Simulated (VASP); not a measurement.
Calculation: PBE GGA, VASP's PBE PAW potentials (set 64) (plane waves; VASP).

A VASP calculation is set up with these files.

**POSCAR**
```
Cd
1.0
  1.4813647468  -2.5658005493   0.0000000000
  1.4813647468   2.5658005493   0.0000000000
  0.0000000000   0.0000000000   5.1417244060
Cd
2
Cart
  1.4813647468   0.8552685603   1.2854311015
  1.4813647468  -0.8552685603   3.8562933045
```

### INCAR
```
ISIF  =  3   # ions, shape and volume
NSW  =  40   # most ionic steps
ENCUT  =  500   # plane-wave cut-off (eV)
LMAXMIX  =  4   # l cut-off of mixed one-centre charges
PSTRESS  =  100
ALGO  =  Normal
NELM  =  100
ISMEAR  =  1   # Methfessel-Paxton
EDIFF  =  1E-6   # SCF stop (eV)
LWAVE  =  .False.
LCHARG  =  .False.
SYSTEM  =  Cd
EDIFFG  =  -0.02
LASPH  =  .True.
GGA  =  PE   # PBE
LREAL  =  .False.   # projection in real space or not
IBRION  =  2
PREC  =  Accurate
SIGMA  =  0.1   # width (eV)
```

KPOINTS:
```
Automatic mesh
0
Gamma
14 14 7
0 0 0
```

POTCAR, in this order: Cd (PBE.64 set). Program: vasp_std.

What VASP printed:

**OSZICAR**
```
       N       E                     dE             d eps       ncg     rms          rms(c)
DAV:   1     0.165575647014E+03    0.16558E+03   -0.13359E+04  3072   0.150E+03
DAV:   2     0.167621265969E+01   -0.16390E+03   -0.16070E+03  3192   0.376E+02
DAV:   3    -0.144314763772E+01   -0.31194E+01   -0.31167E+01  3864   0.619E+01
DAV:   4    -0.144649539496E+01   -0.33478E-02   -0.33477E-02  3568   0.177E+00
DAV:   5    -0.144650439667E+01   -0.90017E-05   -0.90019E-05  3864   0.883E-02    0.593E+00
DAV:   6    -0.132608998764E+01    0.12041E+00   -0.32787E-01  3272   0.787E+00    0.447E+00
DAV:   7    -0.131812281280E+01    0.79672E-02   -0.43242E-02  3760   0.234E+00    0.177E+00
DAV:   8    -0.131769017721E+01    0.43264E-03   -0.48712E-03  3424   0.103E+00    0.103E-01
DAV:   9    -0.131771355760E+01   -0.23380E-04   -0.13437E-05  3992   0.462E-02    0.481E-02
DAV:  10    -0.131775335482E+01   -0.39797E-04   -0.31430E-05  3496   0.622E-02    0.299E-03
DAV:  11    -0.131775316602E+01    0.18880E-06   -0.20502E-07  2504   0.605E-03
   1 F= 0.11218158E+01 E0= 0.11218896E+01  d E =0.112182E+01
```

### OUTCAR
```
------------------------ aborting loop because EDIFF is reached ----------------------------------------
  FORCE on cell =-STRESS in cart. coord.  units (eV):
  Direction    XX          YY          ZZ          XY          YZ          ZX
  --------------------------------------------------------------------------------------
  Total        2.4663274      2.4663303      2.4560798      0.0000000      0.0000000      0.0000000
  in kB      101.0968479    101.0969696    100.6767933      0.0000000      0.0000000      0.0000000
  external PRESSURE =       0.9568703 kB  Pullay stress =     100.0000000 kB
  volume of cell :       39.09
      direct lattice vectors                 reciprocal lattice vectors
     1.481364747 -2.565800549  0.000000000     0.337526596 -0.194870954  0.000000000
     1.481364747  2.565800549  0.000000000     0.337526596  0.194870954  0.000000000
     0.000000000  0.000000000  5.141724406     0.000000000  0.000000000  0.194487281
 POSITION                                       TOTAL-FORCE (eV/Angst)
 -----------------------------------------------------------------------------------
      1.48136      0.85527      1.28543        -0.000000      0.000000      0.000000
      1.48136     -0.85527      3.85629         0.000000      0.000000      0.000000
 -----------------------------------------------------------------------------------
    total drift:                                0.000014      0.000181      0.000002
  FREE ENERGIE OF THE ION-ELECTRON SYSTEM (eV)
  ---------------------------------------------------
  free  energy   TOTEN  =        -1.3177531660 eV

  energy  without entropy=       -1.3175319127  energy(sigma->0) =       -1.31767941
  enthalpy is  TOTEN    =         1.1218158402 eV   P V=        2.4395690063

 reached required accuracy - stopping structural energy minimisation
```
(Selected blocks of OUTCAR.)

### OUTCAR
```
 val. band max:        3.9016872253   @ k =   0.5000   0.0000   0.4286

 cond. band min:       3.9342251154   @ k =   0.3571   0.2857   0.4286


 Fermi energy:         3.9271090820

 k-point     1 :       0.0000    0.0000    0.0000
  band No.  band energies     occupation
      1      -6.5104      2.00000
      2      -6.0507      2.00000
      3      -5.8674      2.00000
      4      -5.7524      2.00000
      5      -5.7524      2.00000
      6      -5.6574      2.00000
      7      -5.6574      2.00000
      8      -5.3028      2.00000
      9      -5.3028      2.00000
     10      -4.8437      2.00000
     11      -4.8437      2.00000
     12       0.5749      2.00000
     13       1.7830      2.00000
     14      17.2525      0.00000
     15      17.8402      0.00000
     16      18.2762      0.00000

 k-point     2 :       0.0714    0.0000    0.0000
  band No.  band energies     occupation
      1      -6.4583      2.00000
      2      -5.9700      2.00000
      3      -5.8367      2.00000
      4      -5.7377      2.00000
      5      -5.7028      2.00000
      6      -5.6610      2.00000
      7      -5.6108      2.00000
      8      -5.3422      2.00000
      9      -5.3248      2.00000
     10      -4.9247      2.00000
     11      -4.8378      2.00000
     12       0.7987      2.00000
     13       1.8505      2.00000
     14      16.1359      0.00000
     15      17.2519      0.00000
     16      17.4293      0.00000

 k-point     3 :       0.1429    0.0000    0.0000
  band No.  band energies     occupation
      1      -6.3430      2.00000
      2      -5.9446      2.00000
      3      -5.8270      2.00000
      4      -5.6839      2.00000
      5      -5.5613      2.00000
      6      -5.4783      2.00000
      7      -5.4702      2.00000
      8      -5.3826      2.00000
      9      -5.3451      2.00000
     10      -5.1054      2.00000
     11      -4.8251      2.00000
     12       1.4214      2.00000
     13       2.0660      2.00000
...
```

The compound is Cd in the hcp structure. It was relaxed first under an external pressure of 10 GPa.
